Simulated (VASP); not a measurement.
VASP runs on Bi (a7) share one base input (PBE GGA, plane waves, VASP's PBE PAW potentials (set 64)) and change the settings named in each case.

**INCAR**
```
ISIF=2
SYSTEM=Bi
EDIFF=1E-6
LREAL=F
ENCUT=400
ISMEAR=1   ! Methfessel-Paxton
LWAVE=F
SIGMA=0.1   ! width (eV)
ALGO=Normal   ! blocked Davidson
PREC=Accurate
LMAXMIX=4
GGA=PE   ! PBE
LASPH=T
NELM=100   ! most electronic steps
LCHARG=F
```

### KPOINTS
```
Automatic
0
Gamma
9 9 9
0 0 0
```

**POSCAR**
```
Bi
1.0
  4.1658200000  -2.2750000000   0.0000000000
  4.1658200000   2.2750000000   0.0000000000
  2.9234170000   0.0000000000   3.7394270000
Bi
2
Cart
  2.6336833380   0.0000000000   0.8750259180
  8.6213736620  -0.0000000000   2.8644010820
```

POTCAR, in this order: Bi_d (PBE.64 set). Program: vasp_std.

```tsv
change	E(σ→0) (eV/atom)	pressure (GPa)	largest force (eV/Å)	−TS (eV)	irreducible k-points
base run	-3.8838	1.54	0.172	0.0002	85
KPOINTS 1×1×1 Γ-centred mesh	-0.5670	26.73	2.689	0.0116	1
KPOINTS 2×2×2 Γ-centred mesh	-3.0283	7.46	2.429	-0.0098	4
KPOINTS 7×7×7 Γ-centred mesh	?	?	?	?	44
KPOINTS 11×11×11 Γ-centred mesh	-3.8809	1.57	0.182	0.0001	146
KPOINTS 12×12×12 Γ-centred mesh	-3.8798	1.58	0.180	0.0001	189
KPOINTS 15×15×15 Γ-centred mesh	-3.8785	1.59	0.182	0.0003	344
```

Task: Complete the blanks.

Result: 
- KPOINTS 7×7×7 Γ-centred mesh, E(σ→0) (eV/atom): -3.8914
- KPOINTS 7×7×7 Γ-centred mesh, pressure (GPa): 1.46
- KPOINTS 7×7×7 Γ-centred mesh, largest force (eV/Å): 0.157
- KPOINTS 7×7×7 Γ-centred mesh, −TS (eV): 0.0007

Unless said otherwise, spin-orbit coupling is left out, though it shifts the bands of the heavy elements here.

Left out are runs that ran out of time, are held back, or changed the cell or the kind of run, fixed moments of cells without a moment, rows past the twelfth, gaps on odd meshes, pressures of charged cells and columns that move by less than the noise.

The compound is Bi in the a7 structure. The cell was not relaxed at this level, forces remain on its atoms.
